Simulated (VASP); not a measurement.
An input for Quantum ESPRESSO's pw.x (written as the equivalent of a VASP run, and not itself run):

```
&CONTROL
  calculation = 'scf'
  pseudo_dir = './pseudo'
  outdir = './out'
  tprnfor = .true.
  tstress = .true.
/
&SYSTEM
  ibrav = 0
  nat = 2
  ntyp = 2
  ecutwfc = 82
  occupations = 'tetrahedra'
  input_dft = 'vdw-df2-b86r'
/
&ELECTRONS
  conv_thr = 7.3e-09
  electron_maxstep = 100
/
ATOMIC_SPECIES
  In 114.818 In.upf
  Pd 106.420 Pd.upf
CELL_PARAMETERS angstrom
     3.2823878    0.0000000    0.0000000
     0.0000000    3.2823878    0.0000000
     0.0000000    0.0000000    3.2823878
ATOMIC_POSITIONS crystal
  In   0.5000000  0.5000000  0.5000000
  Pd   0.0000000  0.0000000  0.0000000
K_POINTS automatic
  12 12 12 0 0 0
```

Write the VASP files for the same calculation (rev-vdW-DF2).

One answer among several that fit: 
File KPOINTS:
```
Automatic mesh
0
Gamma
12 12 12
0 0 0
```

INCAR:
```
# general
SYSTEM  =PdIn
PREC    =Accurate
ENCUT   =520
LREAL   =F
LASPH   =T

# electronic loop
EDIFF   =1E-7
NELM    =100
ALGO    =Normal
LMAXMIX =4

# smearing
ISMEAR  =-5

# functional
GGA     =MK
LUSE_VDW=T
AGGAC   =0.0
PARAM1  =0.1234568
PARAM2  =0.7114
ZAB_VDW =-1.8867

# ions
ISIF    =2

# output
LWAVE   =F
LCHARG  =T
LORBIT  =11
NEDOS   =601
```

### POSCAR
```
PdIn
1
    3.2823877650     0.0000000000     0.0000000000
    0.0000000000     3.2823877650     0.0000000000
    0.0000000000     0.0000000000     3.2823877650
In Pd
1 1
Direct
  0.5000000000   0.5000000000   0.5000000000
  0.0000000000   0.0000000000   0.0000000000
```

POTCAR, in this order: In_d Pd (PBE.64 set). Program: vasp_std.

What does not carry over: the potentials are each code's own (VASP's PAW set, PseudoDojo norm-conserving files in pw.x), so ENCUT and ecutwfc are chosen apart and not converted; conv_thr bounds pw.x's estimated SCF error, while EDIFF bounds the energy change between steps.

The compound is PdIn in the CsCl type structure. It was relaxed first.
